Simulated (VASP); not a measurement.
Consider the following.

```
CELL_PARAMETERS angstrom
      0.00000     2.39105     2.39105
      2.39105     0.00000     2.39105
      2.39105     2.39105     0.00000
ATOMIC_POSITIONS crystal
  Cd 0.00000 0.00000 0.00000
  O  0.50000 0.50000 0.50000
```

The numbers are results of PBE GGA, VASP's PBE PAW potentials (set 64) (plane waves; VASP), not measurements. Run with 520 eV cut-off, Gaussian smearing of 0.050 eV, potentials Cd O.

Q: Give the energies of bands 2 to 10 at the high-symmetry points, in eV from the Fermi level.

A: 
| band | Γ | X | U | L | W |
|---|---|---|---|---|---|
| 2 | -6.60 | -7.00 | -6.95 | -7.37 | -6.72 |
| 3 | -6.60 | -6.09 | -6.55 | -7.09 | -6.68 |
| 4 | -6.60 | -5.99 | -6.40 | -7.09 | -6.68 |
| 5 | -6.33 | -5.99 | -6.07 | -6.11 | -5.99 |
| 6 | -6.33 | -5.74 | -5.97 | -6.11 | -5.83 |
| 7 | -1.12 | -3.94 | -3.12 | -3.66 | -2.73 |
| 8 | -1.12 | -2.03 | -2.67 | 0.02 | -2.73 |
| 9 | -1.12 | -2.03 | -1.12 | 0.02 | -1.74 |
| 10 | -0.50 | 3.69 | 5.18 | 4.44 | 5.71 |

It has no gap at this level: it comes out as a metal or semimetal.

The compound is CdO in the rock salt structure. It was relaxed first, which changed the volume by +5 %.
